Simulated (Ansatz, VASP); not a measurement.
One calculation of Ta3Cu, two programs

INCAR

```
PREC = Accurate ; ENCUT = 520
EDIFF = 1E-7 ; ISMEAR = -1
SIGMA = 0.05 ; LREAL = F
LASPH = T ; NELM = 80
ALGO = Normal ; ISIF = 2
LWAVE = F ; LCHARG = F
GGA = PE ; NBANDS = 30
```

The input KPOINTS:

```
regular mesh
0
Gamma
  9 9 9
```

Contents of POSCAR:

```
Ta3Cu
1.0
   -2.0329114359      2.0329114359      4.2635470084
    2.0329114359     -2.0329114359      4.2635470084
    2.0329114359      2.0329114359     -4.2635470084
Ta Cu
3 1
Direct
    0.5000000000      0.5000000000      0.0000000000
    0.2500000000      0.7500000000      0.5000000000
    0.7500000000      0.2500000000      0.5000000000
    0.0000000000      0.0000000000      0.0000000000
```

Contents of input.yaml:

```yaml
crystal:
  lattice:
    - [-2.0329114359, 2.0329114359, 4.2635470084]
    - [2.0329114359, -2.0329114359, 4.2635470084]
    - [2.0329114359, 2.0329114359, -4.2635470084]
  atoms:
    - { symbol: Ta, position: [0.5, 0.5, 0.0] }
    - { symbol: Ta, position: [0.25, 0.75, 0.5] }
    - { symbol: Ta, position: [0.75, 0.25, 0.5] }
    - { symbol: Cu, position: [0.0, 0.0, 0.0] }
hamiltonian:
  xc: pbe
  pseudopotentials: { kind: paw }
kpoints:
  mp_grid: { grid: [9, 9, 9] }
scf:
  occupations: { method: fermi_dirac, width: 0.05 }
output:
  forces: true
  stress: true
  eigenvalues: true
  write_density: true
  write_potential: true
  elf: true
  volumetric_format: npy
```

Change from the starting cell: volume scaled by 1.04.

Alike in both runs: task single point; functional PBE; k mesh 9 × 9 × 9; occupations fermi-dirac, width 0.05 eV; no spin polarisation.

```csv
,VASP,Ansatz
version,VASP 6.6.1,Ansatz 0.2.0
potentials or method,"VASP PAW PBE potentials, release 64 (Ta_pv, Cu)",Ansatz PAW
plane-wave cutoff (eV),520,420
valence electrons in the cell,44,58
```

|  | VASP | Ansatz | Ansatz less VASP |
| --- | --- | --- | --- |
| gap on the k mesh at the Fermi level (eV) | none | none | - |
| pressure (GPa) | -6.0 | -6.2 | -0.18 |
| largest component of the traceless stress (GPa) | 0.21 | 0.11 | -0.097 |

A gap of «none» marks a metal or a gap that the smearing closes. The two sets of potentials don't hold the same shells in valence.

Spin-orbit coupling is left out, which matters for the levels of Ta.
